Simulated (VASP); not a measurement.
Given:

```yaml
crystal:
  lattice:
    - [3.34913, 0.00000, 0.00000]
    - [0.00000, 3.34913, 0.00000]
    - [0.00000, 0.00000, 3.34913]
  atoms:
    - { symbol: B, position: [0.00000, 0.00000, 0.00000] }
    - { symbol: Bi, position: [0.50000, 0.50000, 0.50000] }
```

Calculation: r2SCAN meta-GGA, VASP's PBE PAW potentials (set 64) (plane waves; VASP). Numerical set-up: 520 eV cut-off, 12×12×12 Γ-centred mesh, tetrahedra with Blöchl corrections, potentials B Bi_d.

Unless said otherwise, spin-orbit coupling is left out, though it shifts the bands of the heavy elements here.

Q: What does the run give for the energy per atom (σ→0), band gap (over mesh and band path) with the smallest direct gap where there is one?

A: 
- band gap (over mesh and band path) = none (metal, semimetal or under 0.01 eV)
- energy per atom (σ→0) = -31.209 eV/atom

Total energies compare only between runs with the same potentials, cut-off and functional.

The structure was generated: BiB was put into the CsCl type (Pm-3m), which need not be its known phase. It was relaxed first. VASP warned that the highest band is occupied, so more bands are needed.
